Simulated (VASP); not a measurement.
# GaSn (Fmmm) in VASP: a series of runs, part 2 of 2

VASP 6.6.1. The steps go on from the part before.

## (3) Relaxation of cell and atoms, PBE

INCAR

```
ALGO     = Fast           # electronic algorithm
EDIFF    = 1E-6           # SCF threshold, eV
EDIFFG   = -0.01          # ionic threshold
ENCUT    = 600            # plane-wave cutoff, eV
GGA      = PE             # functional
IBRION   = 2              # ionic algorithm
ISIF     = 3              # what is computed and relaxed
ISMEAR   = 1              # smearing method
LASPH    = True           # aspherical terms in the spheres
LCHARG   = False          # write CHGCAR
LREAL    = False          # projectors in reciprocal space
LWAVE    = False          # write WAVECAR
NELM     = 60             # most SCF steps
NSW      = 40             # ionic steps
PREC     = Accurate       # precision mode
SIGMA    = 0.2            # smearing width, eV
```

KPOINTS

```
k-points
0
Gamma
  8 8 8
```

POSCAR

```
GaSn
1.0
    0.0000000000      2.9028814200      3.0982155700
    2.7292512900      0.0000000000      3.0982155700
    2.7292512900      2.9028814200      0.0000000000
Ga Sn
1 1
Direct
    0.5000000000      0.5000000000      0.5000000000
    0.0000000000      0.0000000000      0.0000000000
```

Potentials or basis: VASP PAW PBE potentials, release 64 (Ga_d, Sn_d).

Launch:

```bash
$ cat potpaw_PBE.64/Ga_d/POTCAR potpaw_PBE.64/Sn_d/POTCAR > POTCAR
$ mpirun -np 1 vasp_std > vasp.out
```

OUTCAR:

```text
EDIFF = 1E-6
   EDIFFG = -0.01
   ENCUT = 600
   GGA = PE
   IBRION = 2
   ISIF = 3
   ISMEAR = 1
   LASPH = True
   LREAL = False
   NELM = 60
   NSW = 40
   PREC = Accurate

 ion  position               nearest neighbor table
   1  0.500  0.500  0.500-   2 2.73   2 2.73   2 2.90   2 2.90   2 3.10   2 3.10
   2  0.000  0.000  0.000-   1 2.73   1 2.73   1 2.90   1 2.90   1 3.10   1 3.10

  LATTYP: Found a face centered orthorhombic cell.
 ALAT       =     5.4585025800
 B/A-ratio  =     1.0636182277
 C/A-ratio  =     1.1351888268

  Lattice vectors:

 A1 = (   0.0000000000,   2.9028814200,   3.0982155700)
 A2 = (   2.7292512900,   0.0000000000,   3.0982155700)
 A3 = (   2.7292512900,   2.9028814200,   0.0000000000)

Analysis of symmetry for initial positions (statically):
=====================================================================
 Subroutine PRICEL returns:
 Original cell was already a primitive cell.

 Routine SETGRP: Setting up the symmetry group for a
 face centered orthorhombic supercell.

 Subroutine GETGRP returns: Found  8 space group operations
 (whereof  8 operations were pure point group operations)
 out of a pool of  8 trial point group operations.

The static configuration has the point symmetry D_2h.

[... 270 lines left out ...]
[... ionic steps 4 to 11 ...]

--------------------------------------- Ionic step       12  -------------------------------------------

 number of electron      27.0000003 magnetization

------------------------ aborting loop because EDIFF is reached ----------------------------------------
[... 67 lines left out ...]
--------------------------------------- Ionic step       14  -------------------------------------------

 number of electron      27.0000003 magnetization

 Free energy of the ion-electron system (eV)
  ---------------------------------------------------
  ext. energy  EPLUGINS =         0.00000000
  ---------------------------------------------------
  free energy    TOTEN  =        -6.59593217 eV

  energy without entropy =       -6.59358049  energy(sigma->0) =       -6.59514828

 E-fermi :   6.2067     XC(G=0): -10.2539

 val. band max:        6.1712371637   @ k =   0.5000   0.1250   0.0000
 cond. band min:       6.2406205137   @ k =  -0.3750   0.2500   0.0000
 fundamental gap:      0.0693833500
 Fermi energy:         6.2066885522

 k-point     1 :       0.0000    0.0000    0.0000
  band No.  band energies     occupation
      1     -15.1901      2.00000
      2     -15.1898      2.00000
      3     -15.1646      2.00000
      4     -15.1645      2.00000
      5     -15.1644      2.00000
      6      -8.6178      2.00000
[... 457 lines left out ...]
      4     -15.1504      2.00000
      5     -15.1472      2.00000
      6      -8.6503      2.00000
[... 9 lines left out ...]
     16      11.3708      0.00000
     17      11.4102      0.00000

 [... further k-points ...]

------------------------ aborting loop because EDIFF is reached ----------------------------------------

  FORCE on cell =-STRESS in cart. coord.  units (eV):
  Direction    XX          YY          ZZ          XY          YZ          ZX
  --------------------------------------------------------------------------------------
  -------------------------------------------------------------------------------------
  Total       -0.0006237      0.0034791      0.0059899     -0.0000000      0.0000000      0.0000000
  in kB       -0.0204109      0.1138477      0.1960062     -0.0000000      0.0000000      0.0000000
  external PRESSURE =       0.0964810 kB  Pullay stress =       0.0000000 kB
[... 17 lines left out ...]
  FREE ENERGIE OF THE ION-ELECTRON SYSTEM (eV)
  ---------------------------------------------------
  free  energy   TOTEN  =        -6.5959321746 eV

  energy  without entropy=       -6.5935804942  energy(sigma->0) =       -6.59514828

 reached required accuracy - stopping structural energy minimisation
```

CONTCAR:

```text
GaSn
   1.00000000000000
    -0.0000000000000000    2.9035538452349137    2.9035184601220050
     2.9038378027210485   -0.0000000000000000    2.9035184601220050
     2.9038378027210485    2.9035538452349137    0.0000000000000000
  Ga              Sn
     1     1
Direct
     0.5000000000000000    0.5000000000000000    0.5000000000000000
     0.0000000000000000    0.0000000000000000    0.0000000000000000

  0.00000000E+00  0.00000000E+00  0.00000000E+00
  0.00000000E+00  0.00000000E+00  0.00000000E+00
```

Wall time 9.2 min (1 thread of Intel Xeon Platinum 8488C (Sapphire Rapids), shared host); peak memory 0.28 GiB.

What came out:

```yaml
Free_energy: -6.5959 eV
Relaxed_volume: 24.48 Å³/atom
Relaxed_cell: a = 4.106 Å, b = 4.106 Å, c = 4.106 Å, α = 60.00°, β = 60.00°, γ = 60.00°
Space_group_after_relaxing_to_0.05_Å: Fm-3m (No. 225)
Energy_gained_by_relaxing: 59.1 meV/atom
Ionic_steps: 14
Pressure_after_relaxing: 0.0 GPa
Band_gap_on_the_k_mesh: none (metal or under the smearing width)
```

The path:
```tsv
step	energy change (eV)	largest force (eV/Å)	pressure (GPa)	volume (Å³)
1	0.0000	0.0000	1.12	49.09
2	-0.0957	0.0000	-1.03	50.24
3	-0.1046	0.0000	-1.82	51.04
4	-0.1079	0.0000	-1.65	50.78
5	-0.1079	0.0000	-1.55	50.72
6	-0.1178	0.0000	0.01	48.95
7	-0.1178	0.0000	-0.15	49.09
8	-0.1178	0.0000	-0.09	49.06
9	-0.1181	0.0000	0.00	48.95
10	-0.1181	0.0000	0.08	48.92
11	-0.1181	0.0000	-0.06	49.01
12	-0.1181	0.0000	0.05	48.95
13	-0.1181	0.0000	-0.07	48.98
14	-0.1181	0.0000	0.01	48.96
```

Final structure:
```
Ga Sn
1.0
     0.00000    2.90355    2.90352
     2.90384    0.00000    2.90352
     2.90384    2.90355    0.00000
Ga Sn
1 1
Direct
  0.50000 0.50000 0.50000
  0.00000 0.00000 0.00000
```

## (4) Relaxation of cell and atoms, r2SCAN

INCAR

```
ALGO = Normal
EDIFF = 1E-6
EDIFFG = -0.01
ENCUT = 600
IBRION = 2
ISIF = 3
ISMEAR = 1
LASPH = T
LCHARG = F
LMIXTAU = T
LREAL = F
LWAVE = F
METAGGA = R2SCAN
NELM = 80
NSW = 60
PREC = Accurate
SIGMA = 0.2
```

KPOINTS is that of step 3.

POSCAR is that of step 3.

Launch:

```bash
$ cat potpaw_PBE.64/Ga_d/POTCAR potpaw_PBE.64/Sn_d/POTCAR > POTCAR
$ mpirun -np 1 vasp_std > vasp.out
```

It took 25 min on 1 thread of Intel Xeon Platinum 8488C (Sapphire Rapids), shared host; peak memory 0.29 GiB.

Results (log left out):

```yaml
Free_energy: -35.9027 eV
Relaxed_volume: 23.53 Å³/atom
Relaxed_cell: a = 4.054 Å, b = 4.052 Å, c = 4.052 Å, α = 60.03°, β = 59.99°, γ = 59.99°
Space_group_after_relaxing_to_0.05_Å: Fm-3m (No. 225)
Energy_gained_by_relaxing: 63.3 meV/atom
Ionic_steps: 11
Pressure_after_relaxing: 0.0 GPa
Band_gap_on_the_k_mesh: none (metal or under the smearing width)
```

The path:
| step | energy change (eV) | largest force (eV/Å) | pressure (GPa) | volume (Å³) |
| --- | --- | --- | --- | --- |
| 1 | 0.0000 | 0.0000 | -1.05 | 49.09 |
| 2 | -0.0972 | 0.0000 | -0.73 | 47.90 |
| 3 | -0.1144 | 0.0000 | 1.08 | 46.27 |
| 4 | -0.1263 | 0.0000 | 0.20 | 46.93 |
| 5 | -0.1263 | 0.0000 | 0.11 | 46.97 |
| 6 | -0.1266 | 0.0000 | -0.05 | 47.13 |
| 7 | -0.1266 | 0.0000 | -0.11 | 47.16 |
| 8 | -0.1266 | 0.0000 | -0.04 | 47.15 |
| 9 | -0.1266 | 0.0000 | -0.10 | 47.15 |
| 10 | -0.1267 | 0.0000 | 0.04 | 47.06 |
| 11 | -0.1267 | 0.0000 | -0.01 | 47.07 |

Final structure:
```
CELL_PARAMETERS angstrom
0.00000 2.86647 2.86644
2.86424 0.00000 2.86644
2.86424 2.86647 0.00000
ATOMIC_POSITIONS crystal
Ga 0.50000 0.50000 0.50000
Sn 0.00000 0.00000 0.00000
```

Levels at points of the mesh, in eV from the Fermi level:
```csv
k point,band 11,band 12,band 13,band 14,band 15,band 16,band 17
"(0.00, 0.00, 0.00)",-11.44,1.26,1.27,1.27,2.07,7.32,7.49
"(0.50, 0.00, 0.00)",-8.12,-7.47,2.04,2.04,2.59,2.59,3.95
"(0.50, 0.50, 0.00)",-7.48,-4.79,-3.04,-1.74,-1.73,3.78,10.77
"(0.50, 0.00, 0.50)",-7.48,-4.79,-3.04,-1.74,-1.73,3.78,10.77
"(0.00, 0.50, 0.50)",-7.46,-4.79,-3.05,-1.74,-1.74,3.77,10.78
```

Caveat: the PAW data sets were made with another functional, which shifts forces and pressure a little.

## (5) For comparison

An earlier run on the cell as given: functional PBE; potentials or basis VASP PAW PBE potentials, release 64 (Ga_d, Sn_d); cutoff 520 eV; k mesh 8 × 8 × 8; occupations fermi-dirac, width 0.05 eV; no spin polarisation.

* Pressure: 1.1 GPa
* Band gap on the k mesh: none (metal or under the smearing width)

## (6) The runs side by side

```csv
task,level,cell,cutoff (eV),smearing,gap on the mesh (eV),pressure (GPa),relaxed volume (Å³/atom)
relaxation of cell and atoms,PBEsol,relaxed,600,fermi-dirac 0.05 eV,none,0.0,23.09
relaxation of cell and atoms,PBE,relaxed,600,methfessel-paxton 0.2 eV,none,0.0,24.48
relaxation of cell and atoms,r2SCAN,relaxed,600,methfessel-paxton 0.2 eV,none,0.0,23.53
single point,PBE,as given,520,fermi-dirac 0.05 eV,none,1.1,-
```

Alike in all rows: potentials or basis VASP PAW PBE potentials, release 64 (Ga_d, Sn_d); no spin polarisation; k mesh 8 × 8 × 8.

Caveats: the PAW data sets were made with another functional, which shifts forces and pressure a little (some runs).

Total energies depend on the potentials used, so only differences within one code and one set of settings carry meaning.
